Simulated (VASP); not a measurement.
```
CELL_PARAMETERS angstrom
      4.38317     0.00000     0.00000
      0.00000     4.38317     0.00000
      0.00000     0.00000     3.05141
ATOMIC_POSITIONS crystal
  Zn 0.00000 0.00000 0.00000
  Zn 0.50000 0.50000 0.50000
  F  0.30320 0.30320 0.00000
  F  0.80320 0.19680 0.50000
  F  0.19680 0.80320 0.50000
  F  0.69680 0.69680 0.00000
```

Level of theory: PBEsol GGA, VASP's PBE PAW potentials (set 64) (plane waves; VASP 6.6.1). Run with 620 eV cut-off, 5×5×7 Γ-centred mesh, Gaussian smearing of 0.050 eV, potentials Zn F.

**Question.** What does the run give for the energy per atom (σ→0), pressure, band gap (on the k-mesh) with the smallest direct gap where there is one?

**Answer.** 
```
Property                                      Value
-----------------------------------  --------------
band gap (on the k-mesh)                    3.56 eV
smallest direct gap (on the k-mesh)         3.56 eV
energy per atom (σ→0)                -3.966 eV/atom
pressure                                  29.84 GPa
```

Total energies compare only between runs with the same potentials, cut-off and functional.

The compound is ZnF2 in the rutile structure. It was relaxed first under an external pressure of 30 GPa.
